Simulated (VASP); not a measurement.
Given:

```
BeSe
1.0
    0.00000     2.56905     2.56905
    2.56905     0.00000     2.56905
    2.56905     2.56905     0.00000
Be Se
1 1
Direct
  0.00000   0.00000   0.00000
  0.25000   0.25000   0.25000
```

Method: LDA (Ceperley-Alder, Perdew-Zunger), VASP's LDA PAW potentials (set 64) (plane waves; VASP). Settings: 520 eV cut-off, 9×9×9 Γ-centred mesh, Gaussian smearing of 0.050 eV, potentials Be Se.

Question: Estimate the energy per atom (σ→0), pressure.

Answer: 
```
Item                           Result
---------------------  --------------
energy per atom (σ→0)  -5.002 eV/atom
pressure                    -2.35 GPa
```

The compound is BeSe in the zinc blende structure. This cell is one point of a volume scan, at 1.03 of the reference volume.
